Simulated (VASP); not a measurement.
Computed with PBE GGA, VASP's PBE PAW potentials (set 64) (plane waves; VASP 6.6.1).

The input files of a VASP run:

**INCAR**
```
ALGO = Normal
EDIFF = 1E-6
ENCUT = 300
GGA = PE
ISIF = 2
ISMEAR = 0
ISPIN = 2
LASPH = .True.
LCHARG = .False.
LMAXMIX = 4
LORBIT = 11
LREAL = .False.
LWAVE = .False.
MAGMOM = 0.0 4.0
NELM = 100
PREC = Accurate
SIGMA = 0.1
SYSTEM = FeAl
```

### POSCAR
```
FeAl
1
    2.9105820000     0.0000000000     0.0000000000
    0.0000000000     2.9105820000     0.0000000000
    0.0000000000     0.0000000000     2.9105820000
Al Fe
1 1
Direct
  0.5000000000   0.5000000000   0.5000000000
  0.0000000000   0.0000000000   0.0000000000
```

### KPOINTS
```
kpoints
0
gamma
  11 11 11
0 0 0
```

POTCAR, in this order: Al Fe (PBE.64 set). Program: vasp_std.

The run wrote:

**OUTCAR**
```
 ion  position               nearest neighbor table
   1  0.500  0.500  0.500-   2 2.52   2 2.52   2 2.52   2 2.52   2 2.52   2 2.52   2 2.52   2 2.52
  LATTYP: Found a simple cubic cell.
 ALAT       =     2.9105820000
 Subroutine PRICEL returns:
 Original cell was already a primitive cell.
 Subroutine GETGRP returns: Found 48 space group operations
The static configuration has the point symmetry O_h .
The dynamic configuration has the point symmetry O_h .
The overall configuration has the point symmetry O_h .
 Subroutine INISYM returns: Found 48 space group operations
 Subroutine IBZKPT returns following result:
 Found     56 irreducible k-points:

 Following reciprocal coordinates:
            Coordinates               Weight
  0.000000  0.000000  0.000000      1.000000
  0.090909  0.000000  0.000000      6.000000
  0.181818  0.000000  0.000000      6.000000
  0.272727  0.000000  0.000000      6.000000
  0.363636  0.000000  0.000000      6.000000
  0.454545  0.000000  0.000000      6.000000
  0.090909  0.090909  0.000000     12.000000
  0.181818  0.090909  0.000000     24.000000
  0.272727  0.090909  0.000000     24.000000
...
```

File OSZICAR:
```
       N       E                     dE             d eps       ncg     rms          rms(c)
DAV:   1     0.230862813153E+02    0.23086E+02   -0.35420E+03  2552   0.647E+02
DAV:   2    -0.130691197140E+02   -0.36155E+02   -0.33502E+02  2512   0.141E+02
DAV:   3    -0.137712270494E+02   -0.70211E+00   -0.69403E+00  2987   0.244E+01
DAV:   4    -0.137798334500E+02   -0.86064E-02   -0.86039E-02  2830   0.251E+00
DAV:   5    -0.137800287505E+02   -0.19530E-03   -0.19530E-03  3003   0.391E-01    0.141E+01
DAV:   6    -0.151007867384E+02   -0.13208E+01   -0.41672E+01  2905   0.911E+01    0.163E+01
DAV:   7    -0.125899174323E+02    0.25109E+01   -0.22459E+01  2926   0.581E+01    0.426E+00
DAV:   8    -0.126316081375E+02   -0.41691E-01   -0.29363E-01  2827   0.503E+00    0.215E+00
DAV:   9    -0.126363068800E+02   -0.46987E-02   -0.62258E-02  3043   0.226E+00    0.137E+00
DAV:  10    -0.126356869955E+02    0.61988E-03   -0.25920E-02  3185   0.154E+00    0.401E-01
DAV:  11    -0.126363079952E+02   -0.62100E-03   -0.18822E-03  3074   0.505E-01    0.184E-01
DAV:  12    -0.126362673543E+02    0.40641E-04   -0.41050E-04  2944   0.244E-01    0.584E-02
DAV:  13    -0.126362659432E+02    0.14111E-05   -0.20167E-05  2894   0.519E-02    0.278E-02
DAV:  14    -0.126362665757E+02   -0.63249E-06   -0.11621E-05  2598   0.347E-02    0.113E-02
DAV:  15    -0.126362676724E+02   -0.10967E-05   -0.14305E-06  1346   0.128E-02    0.221E-03
DAV:  16    -0.126362676618E+02    0.10616E-07   -0.10421E-07  1316   0.319E-03
   1 F= -.12636268E+02 E0= -.12630685E+02  d E =-.111658E-01  mag=     0.7102
```

### OUTCAR
```
------------------------ aborting loop because EDIFF is reached ----------------------------------------
  FORCE on cell =-STRESS in cart. coord.  units (eV):
  Direction    XX          YY          ZZ          XY          YZ          ZX
  --------------------------------------------------------------------------------------
  Total       -0.9484880     -0.9484880     -0.9484880     -0.0000000     -0.0000000     -0.0000000
  in kB      -61.6315253    -61.6315253    -61.6315253     -0.0000000     -0.0000000     -0.0000000
  external PRESSURE =     -61.6315253 kB  Pullay stress =       0.0000000 kB
  volume of cell :       24.66
      direct lattice vectors                 reciprocal lattice vectors
     2.910582000  0.000000000  0.000000000     0.343573897  0.000000000  0.000000000
     0.000000000  2.910582000  0.000000000     0.000000000  0.343573897  0.000000000
     0.000000000  0.000000000  2.910582000     0.000000000  0.000000000  0.343573897
 POSITION                                       TOTAL-FORCE (eV/Angst)
 -----------------------------------------------------------------------------------
      1.45529      1.45529      1.45529         0.000000      0.000000      0.000000
      0.00000      0.00000      0.00000         0.000000      0.000000      0.000000
 -----------------------------------------------------------------------------------
    total drift:                                0.000000      0.000000     -0.000000
  FREE ENERGIE OF THE ION-ELECTRON SYSTEM (eV)
  ---------------------------------------------------
  free  energy   TOTEN  =       -12.6362676618 eV

  energy  without entropy=      -12.6251018395  energy(sigma->0) =      -12.63068475

 total charge

# of ion       s       p       d       tot
------------------------------------------
    1        0.396   0.425   0.000   0.821
    2        0.417   0.475   6.440   7.331
--------------------------------------------------
tot          0.812   0.900   6.440   8.152

 magnetization (x)

# of ion       s       p       d       tot
------------------------------------------
    1       -0.008  -0.017   0.000  -0.025
    2        0.000   0.008   0.745   0.754
--------------------------------------------------
tot         -0.008  -0.009   0.745   0.729
```
(Selected blocks of OUTCAR.)

At this cut-off the stress carries a Pulay error, which pulls relaxed volumes low.

The structure is a typed FeAl crystal. The cell was not relaxed at this level. The run is one of a series of settings (ISPIN = 2, MAGMOM = 0.0 4.0 against the base run), some of them coarse on purpose.
